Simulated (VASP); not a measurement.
Data:

```xyz
4
Lattice="4.1820 0.0000 0.0000 0.0000 4.1820 0.0000 0.0000 0.0000 4.1820" Properties=species:S:1:pos:R:3 pbc="T T T"
Sc     0.0000     0.0000     0.0000
Al     0.0000     2.0910     2.0910
Al     2.0910     0.0000     2.0910
Al     2.0910     2.0910     0.0000
```

Method: PBE GGA, VASP's PBE PAW potentials (set 64) (plane waves; VASP). Numerical set-up: 400 eV cut-off, 5×5×5 Monkhorst-Pack mesh, first-order Methfessel-Paxton smearing of 0.10 eV, potentials Sc_sv Al.

Gaps are read on the run's mesh, which can miss a band edge.

Question: Estimate the energy per atom (σ→0), pressure, band gap (on the k-mesh) with the smallest direct gap where there is one.

Answer: 
* **band gap (on the k-mesh)**: none (metal, semimetal or under 0.01 eV)
* **energy per atom (σ→0)**: -4.812 eV/atom
* **pressure**: -44.3 kbar

The absolute energy has meaning only against runs of the same code, potentials and settings.

The compound is Al3Sc in the L1_2 structure. The cell was not relaxed at this level. The k-mesh is coarse (spacing up to 0.30 per Å, 2π included), so the numbers may not be converged in it. The run is one of a series of settings (KPOINTS 5×5×5 Monkhorst-Pack mesh against the base run), some of them coarse on purpose.
